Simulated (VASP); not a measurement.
Calculation: PBE GGA, VASP's PBE PAW potentials (set 64) (plane waves; VASP).

A VASP calculation is set up with these files.

INCAR:
```
SYSTEM=V
PREC=Accurate; ENCUT=400; LREAL=.FALSE.
LASPH=.TRUE.
EDIFF=1E-6; NELM=100; ALGO=Normal
LMAXMIX=4
ISMEAR=1; SIGMA=0.1
GGA=PE
ISPIN=2; MAGMOM=2*4.0
ISIF=2
LWAVE=.FALSE.; LCHARG=.FALSE.; LORBIT=10
```

File POSCAR:
```
V
1.0
 -2.3664030000   2.3664030000   1.2911380000
  2.3664030000  -2.3664030000   1.2911380000
  2.3664030000   2.3664030000  -1.2911380000
V
2
Cartesian
  0.0000000000   2.3664030000   0.6455690000
  0.0000000000   0.0000000000   0.0000000000
```

### KPOINTS
```
Automatic mesh
0
Gamma
14 14 14
0 0 0
```

POTCAR, in this order: V_sv (PBE.64 set). Program: vasp_std.

**Question.** Estimate the energy per atom (σ→0), cell moment, pressure, band gap (on the k-mesh).

**Answer.** 
```
Quantity                                                     Value
------------------------  ----------------------------------------
energy per atom (σ→0)                               -8.513 eV/atom
cell moment                                                0.00 μB
band gap (on the k-mesh)  none (metal, semimetal or under 0.01 eV)
pressure                                                 -5.89 GPa
```

### OSZICAR
```
...
DAV:   9    -0.170218786952E+02   -0.15615E-01   -0.18222E-02 21606   0.124E+00    0.847E-01
DAV:  10    -0.170234153089E+02   -0.15366E-02   -0.83775E-03 23577   0.706E-01    0.266E-01
DAV:  11    -0.170247041591E+02   -0.12889E-02   -0.11497E-03 20926   0.296E-01    0.971E-02
DAV:  12    -0.170248304626E+02   -0.12630E-03   -0.18201E-04 21771   0.118E-01    0.185E-02
DAV:  13    -0.170248353973E+02   -0.49347E-05   -0.11261E-05 21629   0.253E-02    0.949E-03
DAV:  14    -0.170248343596E+02    0.10376E-05   -0.71238E-07 12144   0.919E-03    0.516E-03
DAV:  15    -0.170248339488E+02    0.41079E-06   -0.32046E-07 10838   0.504E-03
   1 F= -.17024834E+02 E0= -.17025013E+02  d E =0.537895E-03  mag=    -0.0001
```

The structure was generated: V was put into the beta-Sn type (I4_1/amd), which need not be its known phase. The cell was not relaxed at this level. The run is one of a series of settings (MAGMOM = 4.0 4.0 against the base run), some of them coarse on purpose.
